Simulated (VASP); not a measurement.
Wanted: the native input for a VASP 6.6.1 run.

| Item | Value |
| --- | --- |
| Task | single point |
| Functional | LDA |
| Potentials or basis | VASP PAW LDA potentials, release 64 (Ga_d, P) |
| Cutoff | 520 eV |
| k mesh | 6 × 6 × 6 |
| Occupations | gaussian, width 0.1 eV |
| Spin | no spin polarisation |
| Dipole correction | no |
| Further INCAR settings | ALGO = Fast; EDIFF = 1e-06; NBANDS = 16 |

The structure of GaP lies in POSCAR:

```
GaP
1.0
    0.0000000000      2.7252500000      2.7252500000
    2.7252500000      0.0000000000      2.7252500000
    2.7252500000      2.7252500000      0.0000000000
Ga P
1 1
Direct
    0.0000000000      0.0000000000      0.0000000000
    0.2500000000      0.2500000000      0.2500000000
```

One way to write it, as run:

INCAR

```
SYSTEM = GaP
PREC = Accurate ; ENCUT = 520
EDIFF = 1E-6 ; ISMEAR = 0
SIGMA = 0.1 ; LREAL = .FALSE.
LASPH = .TRUE. ; NELM = 80
ALGO = Fast ; ISIF = 2
LWAVE = .FALSE. ; LCHARG = .TRUE.
LELF = .TRUE. ; LVHAR = .TRUE.
NBANDS = 16
```

KPOINTS

```
Automatic mesh
0
G
  6 6 6
  0 0 0
```

Potentials or basis: VASP PAW LDA potentials, release 64 (Ga_d, P).

Launch:

```bash
$ cat potpaw_LDA.64/Ga_d/POTCAR potpaw_LDA.64/P/POTCAR > POTCAR
$ mpirun -np 1 vasp_std > vasp.out
```

Results of the run:

```
Pressure               : -2.7 GPa
Band gap on the k mesh : 1.49 eV, indirect (least direct gap 1.63 eV)
```

Run time: 14 s on 1 thread of AMD EPYC 7R43 64-Core Processor (Zen 3) (shared host), peak memory 0.12 GiB.
